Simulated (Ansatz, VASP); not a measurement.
**Sb (Antimony): VASP beside Ansatz**

One calculation is typed for both programs; each brings its own data sets. How far apart do they land? The cell is taken from a series of runs on this material, whose earlier steps may have relaxed, scaled, displaced or heated it; both programs get it as it stands.

Program: Ansatz 0.2.0. Level of theory: plane waves, with VASP 6.6.1 beside it; zone-centre phonons at LDA. Results are calculated unless marked as measured.

## 1. Set-up

Symmetry: R-3m, No. 166, trigonal system. The conventional cell has a = 4.313 Å, b = 4.313 Å, c = 11.093 Å, α = 90.00°, β = 90.00°, γ = 120.00°. Nearest to Sb lie 3 Sb at 2.91 Å.

Coordinates:

```xyz
2
Lattice="2.1563 1.2450 3.6976 -2.1563 1.2450 3.6976 0.0000 -2.4899 3.6976" Properties=species:S:1:pos:R:3 pbc="T T T"
Sb    0.0000    0.0000    2.6046
Sb    0.0000    0.0000    8.4883
```

## 2. VASP: zone-centre phonons, LDA

Second derivatives magnify differences that forces hide, and they need a tight electronic threshold.

Lines of VASP's logs that name or quote its potential files are left out, and so is its time.

The input, INCAR:

```
SYSTEM = Sb
PREC = Accurate
ENCUT = 500
EDIFF = 1E-08
NELM = 120
ISMEAR = 1
SIGMA = 0.2
LREAL = .FALSE.
ALGO = Normal
GGA = CA
NBANDS = 11
LORBIT = 11
LWAVE = .FALSE.
LCHARG = .FALSE.
ISIF = 2
IBRION = 8
LASPH = .TRUE.
GGA_COMPAT = .FALSE.
KPAR = 2
```

The input, POSCAR:

```
Sb
1.0
    2.1563488454      1.2449685864      3.6976326651
   -2.1563488454      1.2449685864      3.6976326651
    0.0000000000     -2.4899371727      3.6976326651
Sb
2
Direct
    0.2347986585      0.2347986585      0.2347986585
    0.7652013415      0.7652013415      0.7652013415
```

The input, KPOINTS:

```
Automatic mesh
0
Gamma
12 12 12
0 0 0
```

The projector-augmented-wave data sets are Sb (LDA family, release 64).

On the command line:

```bash
$ mpirun -np 2 vasp_std
```

Numbers of over 12 decimals in the logs are rounded to 6 here.

What it wrote:

```text
[banner, memory and clock lines left out]
running    2 mpi-ranks, on    1 nodes
 distrk:  each k-point on    1 cores,    2 groups
 distr:  one band on    1 cores,    1 groups

 POSCAR found type information on POSCAR Sb
 POSCAR found :  1 types and       2 ions
 LDA part: xc-table for (Slater(with rela. corr.)+CA(PZ))
 , standard interpolation
 POSCAR, INCAR and KPOINTS ok, starting setup
 FFT: planning ... GRIDC
 FFT: planning ... GRID_SOFT
 FFT: planning ... GRID
 WAVECAR not read
 entering main loop
       N       E                     dE             d eps       ncg     rms          rms(c)
DAV:   1     0.361482364980E+02    0.36148E+02   -0.34704E+03  4158   0.692E+02
DAV:   2    -0.771038417189E+01   -0.43859E+02   -0.42553E+02  5863   0.114E+02
DAV:   3    -0.963263690446E+01   -0.19223E+01   -0.18974E+01  5028   0.272E+01
DAV:   4    -0.964976174004E+01   -0.17125E-01   -0.17122E-01  4631   0.310E+00
DAV:   5    -0.964997226786E+01   -0.21053E-03   -0.21053E-03  4889   0.378E-01    0.317E+00
DAV:   6    -0.963380226184E+01    0.16170E-01   -0.37832E-03  4605   0.330E-01    0.189E+00
DAV:   7    -0.962476030644E+01    0.90420E-02   -0.80760E-03  4578   0.478E-01    0.557E-02
DAV:   8    -0.962476926629E+01   -0.89598E-05   -0.23345E-04  4662   0.108E-01    0.189E-02
DAV:   9    -0.962477347653E+01   -0.42102E-05   -0.16959E-05  4776   0.253E-02    0.669E-03
DAV:  10    -0.962477307855E+01    0.39798E-06   -0.20141E-06  4674   0.783E-03    0.985E-04
DAV:  11    -0.962477312037E+01   -0.41827E-07   -0.17179E-07  4752   0.262E-03    0.386E-04
DAV:  12    -0.962477312010E+01    0.27740E-09   -0.11009E-08  2895   0.582E-04
   1 F= -.96247731E+01 E0= -.96255986E+01  d E =0.247658E-02
 Linear response reoptimize wavefunctions to high precision
DAV:   1    -0.962477312030E+01   -0.20731E-09   -0.20794E-09  4004   0.307E-04
DAV:   2    -0.962477312031E+01   -0.80718E-11   -0.14176E-10  2373   0.861E-05
 Linear response DOF=           2
 Linear response progress:
  Degree of freedom:   1/  2
       N       E                     dE             d eps       ncg     rms          rms(c)
RMM:   1    -0.260184166789E-01   -0.26018E-01    0.21978E-02 38856   0.121E+00
RMM:   2    -0.256657642137E-01    0.35265E-03   -0.17453E-03 30089   0.251E-01    0.481E-02
RMM:   3    -0.256580656185E-01    0.76986E-05   -0.52557E-05 31791   0.414E-02    0.283E-02
RMM:   4    -0.256893054940E-01   -0.31240E-04   -0.25380E-05 31973   0.195E-02    0.238E-03
RMM:   5    -0.256948944821E-01   -0.55890E-05   -0.22035E-06 32520   0.374E-03    0.100E-03
RMM:   6    -0.256962758783E-01   -0.13814E-05    0.39050E-08 30997   0.918E-04    0.312E-04
RMM:   7    -0.256954781325E-01    0.79775E-06    0.20887E-07 33037   0.232E-04    0.825E-05
RMM:   8    -0.256954248596E-01    0.53273E-07    0.17194E-08 33649   0.478E-05    0.176E-05
RMM:   9    -0.256954173525E-01    0.75070E-08   -0.19089E-09 33693   0.129E-05    0.194E-06
 first order change of Fermi-energy  -0.23596E-04
 force on displaced ion       1 direction 1 :  -2.286   0.000   0.000
 Linear response progress:
  Degree of freedom:   2/  2
       N       E                     dE             d eps       ncg     rms          rms(c)
RMM:   1    -0.271095862878E-01   -0.27110E-01    0.15503E-02  8105   0.122E+00
RMM:   2    -0.259085912941E-01    0.12010E-02   -0.17063E-03  6460   0.260E-01    0.482E-02
RMM:   3    -0.257976766779E-01    0.11091E-03   -0.49355E-05  6901   0.457E-02    0.287E-02
RMM:   4    -0.257151407333E-01    0.82536E-04   -0.29237E-05  6728   0.256E-02    0.734E-03
RMM:   5    -0.257201391841E-01   -0.49985E-05   -0.84131E-07  6967   0.528E-03    0.260E-03
RMM:   6    -0.257217601770E-01   -0.16210E-05   -0.59651E-08  7027   0.112E-03    0.796E-04
RMM:   7    -0.257211652893E-01    0.59489E-06    0.89339E-09  7090   0.344E-04    0.232E-04
RMM:   8    -0.257212028929E-01   -0.37604E-07    0.28594E-09  7192   0.625E-05    0.281E-05
RMM:   9    -0.257212260139E-01   -0.23121E-07   -0.68681E-10  7196   0.221E-05    0.158E-05
RMM:  10    -0.257212264006E-01   -0.38673E-09   -0.42514E-10  7282   0.830E-06    0.399E-06
 first order change of Fermi-energy  -0.66192E-01
 force on displaced ion       1 direction 3 :   0.000  -0.000  -4.893
 Linear response finished
```

From OUTCAR (step 2):

```text
ion  position               nearest neighbor table
   1  0.235  0.235  0.235-   2 2.91   2 2.91   2 2.91   2 3.31   2 3.31   2 3.31
   2  0.765  0.765  0.765-   1 2.91   1 2.91   1 2.91   1 3.31   1 3.31   1 3.31

  LATTYP: Found a trigonal (rhomboedric) cell.
 ALAT       =     4.4578329321
 COS(alpha) =     0.5320273626

 Subroutine GETGRP returns: Found 12 space group operations
 (whereof 12 operations were pure point group operations)

The static configuration has the point symmetry D_3d.

 Found    189 irreducible k-points:

   k-points           NKPTS =    189   k-points in BZ     NKDIM =    189   number of bands    NBANDS=     11

   dimension x,y,z NGX =    36 NGY =   36 NGZ =   36
   dimension x,y,z NGXF=    72 NGYF=   72 NGZF=   72

   ENCUT  =  500.0 eV  36.75 Ry    6.06 a.u.   8.13  8.13  8.13*2*pi/ulx,y,z

   NELECT =      10.0000    total number of electrons

 k-points in reciprocal lattice and weights: Automatic mesh
   0.00000000  0.00000000  0.00000000       0.001
   0.08333333  0.00000000 -0.00000000       0.003
   0.16666667  0.00000000 -0.00000000       0.003
   0.25000000  0.00000000 -0.00000000       0.003
   0.33333333 -0.00000000  0.00000000       0.003
   0.41666667  0.00000000  0.00000000       0.003
   0.50000000  0.00000000 -0.00000000       0.002
   0.08333333  0.08333333  0.00000000       0.003
   0.16666667  0.08333333  0.00000000       0.007
[...]
-0.41666667  0.50000000  0.41666667       0.003
   0.50000000  0.50000000  0.50000000       0.001

 average (electrostatic) potential at core
       1 -86.6063       2 -86.6063

  Total       -0.2084895     -0.2084895     -0.2439564      0.0000000     -0.0000000      0.0000000
  in kB       -5.6084445     -5.6084445     -6.5625169      0.0000000     -0.0000000      0.0000000
  external PRESSURE =      -5.9264686 kB  Pullay stress =       0.0000000 kB

  energy-cutoff  :      500.00
  volume of cell :       59.56
      direct lattice vectors                 reciprocal lattice vectors
     2.156348845  1.244968586  3.697632665     0.231873429  0.133872186  0.090147768
    -2.156348845  1.244968586  3.697632665    -0.231873429  0.133872186  0.090147768
     0.000000000 -2.489937173  3.697632665     0.000000000 -0.267744373  0.090147768

 POSITION                                       TOTAL-FORCE (eV/Angst)
 -----------------------------------------------------------------------------------
      0.00000      0.00000      2.60460         0.000000      0.000000      0.064868
      0.00000      0.00000      8.48830         0.000000     -0.000000     -0.064868
 -----------------------------------------------------------------------------------
    total drift:                                0.000000      0.000000     -0.000000

 Eigenvectors and eigenvalues of the dynamical matrix
 ----------------------------------------------------

   1 f  =    4.432200 THz    27.848336 2PiTHz  147.842290 cm-1    18.330100 meV
             X         Y         Z           dx          dy          dz
      0.000000  0.000000  2.604598     0.000000    0.000000    0.707107
      0.000000  0.000000  8.488300    -0.000000   -0.000000   -0.707107

   2 f  =    3.029471 THz    19.034729 2PiTHz  101.052280 cm-1    12.528880 meV
             X         Y         Z           dx          dy          dz
      0.000000  0.000000  2.604598     0.000000    0.707107   -0.000000
      0.000000  0.000000  8.488300    -0.000000   -0.707107    0.000000

   3 f  =    3.029471 THz    19.034729 2PiTHz  101.052280 cm-1    12.528880 meV
             X         Y         Z           dx          dy          dz
      0.000000  0.000000  2.604598     0.707107   -0.000000    0.000000
      0.000000  0.000000  8.488300    -0.707107    0.000000    0.000000

   4 f  =    0.000000 THz     0.000000 2PiTHz    0.000002 cm-1     0.000000 meV
             X         Y         Z           dx          dy          dz
      0.000000  0.000000  2.604598     0.000000    0.032649   -0.706353
      0.000000  0.000000  8.488300     0.000000    0.032649   -0.706353

   5 f  =    0.000000 THz     0.000000 2PiTHz    0.000001 cm-1     0.000000 meV
             X         Y         Z           dx          dy          dz
      0.000000  0.000000  2.604598     0.707107   -0.000000   -0.000000
      0.000000  0.000000  8.488300     0.707107   -0.000000   -0.000000

   6 f/i=    0.000000 THz     0.000000 2PiTHz    0.000002 cm-1     0.000000 meV
             X         Y         Z           dx          dy          dz
      0.000000  0.000000  2.604598    -0.000000   -0.706353   -0.032649
      0.000000  0.000000  8.488300    -0.000000   -0.706353   -0.032649

 ELASTIC MODULI CONTR FROM IONIC RELAXATION (kBar)
 Direction    XX          YY          ZZ          XY          YZ          ZX
 --------------------------------------------------------------------------------
 XX         -99.3710    -71.9382   -141.3314     -0.0000     53.9747      0.0000
 YY         -71.9382    -99.3710   -141.3314      0.0000    -53.9747     -0.0000
 ZZ        -141.3314   -141.3314   -233.1989      0.0000     -0.0000     -0.0000
 XY          -0.0000      0.0000      0.0000    -13.7164      0.0000     51.4857
 YZ          53.9747    -53.9747     -0.0000      0.0000   -212.3928     -0.0000
 ZX           0.0000     -0.0000     -0.0000     51.4857     -0.0000   -193.2558
 --------------------------------------------------------------------------------
```

## 3. Ansatz: zone-centre phonons, LDA

Ansatz runs on its PAW soft_1 files.

The same cell, functional (in two slightly different forms), mesh and smearing now go to Ansatz, which takes its cutoff from its data sets.

The input, input.yaml:

```yaml
crystal:
  lattice:
    - [2.1563488454, 1.2449685864, 3.6976326651]
    - [-2.1563488454, 1.2449685864, 3.6976326651]
    - [0.0, -2.4899371727, 3.6976326651]
  atoms:
    - { symbol: Sb, position: [0.2347986585, 0.2347986585, 0.2347986585] }
    - { symbol: Sb, position: [0.7652013415, 0.7652013415, 0.7652013415] }
kpoints:
  mp_grid: { grid: [12, 12, 12] }
hamiltonian:
  xc: lda
  pseudopotentials: { kind: paw, azcp: { folder: soft_1 }, xc_functional: pbe }
scf:
  occupations: { method: methfessel_paxton, width: 0.2 }
output:
  eigenvalues: true
phonons:
  method: dfpt
```

On the command line:

```bash
$ ansatz run input.yaml --threads 4 --pin off --max-ram 10240MiB --backend cpu --events-out ev --progress --plain --runs-dir out
```

What it wrote:

```text
Engine: ansatz 0.2.0, x86_64-unknown-linux-gnu
Pseudopotentials: kind: paw
Pseudopotential: Sb, paw, valence charge 15, recommended cutoff 420 eV (normal), soft_1/Sb.paw.azcp
Functional definition: SPW92
  exchange = slater_x
  correlation = pw_c
Crystal: 2 atoms, lattice volume = 59.560 Å³
Basis set: ecut = 420 eV, 1171 PW (Γ), exchange–correlation on 60×60×60 points (8 copies of the dense FFT grid, shifted against one another)
Bands: 19, of which v1, the nominal top of the filled ones, is band 15 counted from 1 (14 counted from 0)
Symmetry: 12 space group operations
k-points: 476 of 1728 (irreducible under 2 space group operations, time reversal used)
Non-local potential: Sb, projectors of the file, l = 0: 2, l = 1: 2, l = 2: 2, l = 3: 1
PAW form: soft (Blöchl's): semilocal exchange-correlation on the pseudo side does not see the compensation charge
PAW frozen core: Sb, regenerated for the run's functional, and the local potential with it (the file was generated under x = pbe(κ = 0.804, μ = 0.219515), c = pbe(β = 0.066725))
PAW one-centre angular grid: Sb, 590 points (default); XC on 64 Gauss nodes
Initial density: superposition of atomic densities (chi_scale 0.1, normalization cell)
Initial wavefunctions: pseudopotential atomic-orbital guess
Functional: x = slater, c = lda
SCF iter   1: F=—  HF=-12671.792798 eV  |F-HF|=—  |Δ(HF+E_count)|=         —  Δρ=1.49e-2  dr2=1.08e-1  ethr=3.10e-3  ⟨swp⟩=6.0  Hψ=48054  notcnv=0
preconditioner: auto → none  [insulator: Δε(μ)=0.150 eV  Ē_g=8.752 eV  σ=0.200 eV  W_gap=0.53  n_scr=14 (ndim 8)  ℏωp=15.2 eV  f_vac=0.000  D(μ)=0.09/eV (n_scr^D=0)  ε∞_Penn≈4.0]
SCF iter   2: F=—  HF=-12671.768444 eV  |F-HF|=—  |Δ(HF+E_count)|=   2.44e-2  S|Δr|=    0.00e0  Δρ=6.79e-3  dr2=2.17e-2  ethr=3.62e-4  ⟨swp⟩=1.1  Hψ=12908  notcnv=0
SCF iter   3: F=—  HF=-12671.764765 eV  |F-HF|=—  |Δ(HF+E_count)|=   3.68e-3  S|Δr|=    0.00e0  Δρ=5.03e-4  dr2=1.51e-4  ethr=7.22e-5  ⟨swp⟩=2.0  Hψ=10973  notcnv=0
SCF iter   4: F=—  HF=-12671.764756 eV  |F-HF|=—  |Δ(HF+E_count)|=   9.27e-6  S|Δr|=    0.00e0  Δρ=2.38e-4  dr2=3.14e-5  ethr=5.03e-7  ⟨swp⟩=2.0  Hψ=16216  notcnv=0
SCF iter   5: F=—  HF=-12671.764747 eV  |F-HF|=—  |Δ(HF+E_count)|=   8.42e-6  S|Δr|=    0.00e0  Δρ=4.71e-5  dr2=5.81e-7  ethr=1.05e-7  ⟨swp⟩=2.0  Hψ=16192  notcnv=0
SCF iter   6: F=—  HF=-12671.764747 eV  |F-HF|=—  |Δ(HF+E_count)|=   5.97e-7  S|Δr|=    0.00e0  Δρ=9.50e-6  dr2=1.95e-8  ethr=1.94e-9  ⟨swp⟩=3.0  Hψ=17045  notcnv=0
SCF iter   7: F=—  HF=-12671.764747 eV  |F-HF|=—  |Δ(HF+E_count)|=   1.04e-8  S|Δr|=    0.00e0  Δρ=1.14e-6  dr2=3.13e-10  ethr=6.49e-11  ⟨swp⟩=1.0  Hψ=9058  notcnv=0
SCF iter   8: F=-12671.764747 eV  HF=-12671.764747 eV  |F-HF|=3.64e-12  |Δ(HF+E_count)|=  1.09e-10  S|Δr|=    0.00e0  Δρ=1.33e-7  dr2=6.64e-12  ethr=1.00e-12  ⟨swp⟩=5.0  Hψ=51235  notcnv=0
SCF 1 converged in 8 iterations: F = -12671.764747 eV  dr2 = 6.64e-12
  greatest PAW one-centre occupation: 0.997 electrons in one spin orbital (limit 2), on the Sb atom at site 1 (counted from 0), in its partial waves of l = 2
DFPT response loops at Γ: preconditioner auto → Kerker (q_TF=auto, 2.434 Å⁻¹) (partly filled bands, converged f_vac=0.001); β = 1.00, the filter's whole step (`scf.mixing.beta` (0.50) is not read by the response loops under this deck's `scf.mixing.preconditioner`; to damp them name `kerker` or `kerker_dos`, under which they read `scf.mixing.beta`, and type it under 1.00, their step now; both keys bind the ground state too); Broyden in place of MSR1
SCF converged after 8 iterations
Stability not checked: this state was not tested for a lower state beside it, because cold or Methfessel-Paxton smearing, or corrected tetrahedra, fill the levels in a way that the test cannot read (fill_not_monotonic; see scf.lower_state_search)
Free energy (F): -12671.764747 eV
Harris-Foulkes:  -12671.764747 eV  (|F-HF|=3.64e-12)
Internal energy: -12671.767152 eV  (E = F + TS)
E sigma→0 (E₀):  -12671.765348 eV
Entropy (-TS):   0.002405 eV (1.203 meV/atom)
Fermi energy:    10.135978 eV
--- Per-component energies (eV) ---
  E_band       = -333.493137
  E_kinetic    = 328.282563
  E_local      = -3150.809709  (includes V_loc(G=0)·N_el)
  E_nonlocal   = 787.465939
  E_hartree    = 1301.486301
  E_xc         = -197.822739
  E_vxc        = -183.377611  (∫ρ·V_xc dr)
  E_paw        = -8789.521900  (= ΣΔE_a)
  E_vpaw       = -718.027298  (= ΣTr[D̂ρ^β])
  E_aug_tail   = 0.000249  (compensation charges beyond the density's cutoff)
  E_ewald      = -2951.965476
  E_core_change = 1.117622  (= ΣΔE_core)
  E_smearing   = 0.002405  (= −TS)
  E_closure    = -0.000000  (closes the sum)
  Σ components = -12671.764747   (vs F -12671.764747, Δ=0.00e0)
--- Band table (eV; the first three rows and the last of 476) ---
  k-point 0: bands = [... 11 lower, 5.2886, 8.1872, 8.3474, 8.3474, 12.4004, 12.9310, 12.9310, 15.2885]
  k-point 1: bands = [... 11 lower, 4.9320, 8.2112, 8.3357, 8.5047, 12.3294, 12.7090, 12.7244, 14.9543]
  k-point 2: bands = [... 11 lower, 4.0975, 8.2264, 8.3108, 8.8367, 11.9992, 12.1892, 12.2039, 14.7717]
  k-point 475: bands = [... 11 lower, 1.0217, 8.8852, 8.8852, 9.6356, 10.1883, 10.1883, 11.1435, 17.3744]
--- Phonons (Γ-DFPT): 2 representative perturbations + reference, on 476 of 1728 k-points (Σ response iterations 6) ---
  k mesh reduced under 2 symmetry operations, with k and −k counted as one. Each operation leaves every solved perturbation unchanged. A smaller set is not used because it would not reduce the number of displacements times k-points to solve
  ASR residual: 2.385e-5 → 0.000e0 eV/Å²; symmetrization residual: 2.136e-5 eV/Å²
  ASR residual per site (eV/Å²): 2.39e-5 2.39e-5
  Γ frequencies (cm⁻¹): 0.00 0.00 0.00 97.19 97.19 145.04
  non-analytic LO–TO correction: not included (Born effective charges unavailable; polar crystals: no LO–TO splitting at Γ)
```

## 4. Side by side

Known differences besides the potentials themselves: the two LDA forms differ slightly; the data sets hold 30 valence electrons in Ansatz (on its PAW soft_1 files) and 10 in VASP; the cutoff is 420 eV in Ansatz and 500 eV in VASP; VASP's log shows a relativistic correction to its local exchange, Ansatz's none. Total energies have different zeros and are not compared.

Both answers:

| quantity | Ansatz | VASP | difference |
| --- | --- | --- | --- |
| optical mode 1 to 2 (cm⁻¹) | 97.2 | 101.1 | -3.82 % |
| optical mode 3 (cm⁻¹) | 145.0 | 147.8 | -1.90 % |

Modes are paired by rising frequency, not by their patterns, so a pair may set unlike modes beside each other; they are those without the splitting of longitudinal modes.

## 5. Results

| Quantity | Value |
| --- | --- |
| r.m.s. difference of the optical zone-centre modes, each program's sorted by frequency (zone-centre phonons, LDA) | 3.5 cm⁻¹ |
| difference in optical mode 1 to 2 (zone-centre phonons, LDA) | -3.8 % |

In words: The r.m.s. difference of the optical zone-centre modes, each program's sorted by frequency is 3.5 cm⁻¹ (zone-centre phonons, LDA). The data sets hold unlike numbers of valence electrons (30 in Ansatz and 10 in VASP), so part of the differences comes from the potentials. Among the rows given in per cent, the largest difference of the zone-centre phonons, LDA pair is in optical mode 1 to 2, -3.8 %. How closely two codes agree says nothing of how well the functional describes the real material.

[Lines on the potential files, build, host, timing and source positions are cut from VASP's logs without a mark.]

[Logs are printed without paths, hosts, clocks, repeated set-up lines and the standing remarks that a program may print on its own settings, such as how far it seeks lower states.]

[Hosts, paths, dates, database ids (printed as entryN), source tags and the programs' standing remarks are cut or masked in the printed files.]
